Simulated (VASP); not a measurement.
Crystal: ZnS.

```
Zn S
1.0
     0.00000    2.72385    2.72385
     2.72385    0.00000    2.72385
     2.72385    2.72385    0.00000
Zn S
1 1
Direct
  0.00000 0.00000 0.00000
  0.75000 0.75000 0.75000
```

The cell is a database's computed one.

Program: VASP 6.6.1. Alike in all runs: task band structure; no spin polarisation; cell as given; smearing gaussian 0.02 eV.

Task: Order these runs on this cell by their band gap on the k mesh, lowest first.
A. level HSE06; potentials or basis VASP PAW PBE potentials, release 64 (Zn, S); k mesh 8 × 8 × 8; cutoff (eV) 450; grid for exact exchange (PRECFOCK) Fast; screening parameter 0.2 1/A
B. level r2SCAN; potentials or basis VASP PAW PBE potentials, release 64 (Zn, S); k mesh 12 × 12 × 12; cutoff (eV) 450
C. level PBE0; potentials or basis VASP PAW PBE potentials, release 64 (Zn, S); k mesh 8 × 8 × 8; cutoff (eV) 450; grid for exact exchange (PRECFOCK) Fast; exchange at q = 0 truncated
D. level LDA; potentials or basis VASP PAW LDA potentials, release 64 (Zn, S); k mesh 12 × 12 × 12; cutoff (eV) 450
E. level PBE; potentials or basis VASP PAW PBE potentials, release 64 (Zn, S); k mesh 12 × 12 × 12; cutoff (eV) 300

Result: D (1.78 eV), E (2.00 eV), B (2.56 eV), A (3.23 eV), C (3.86 eV).

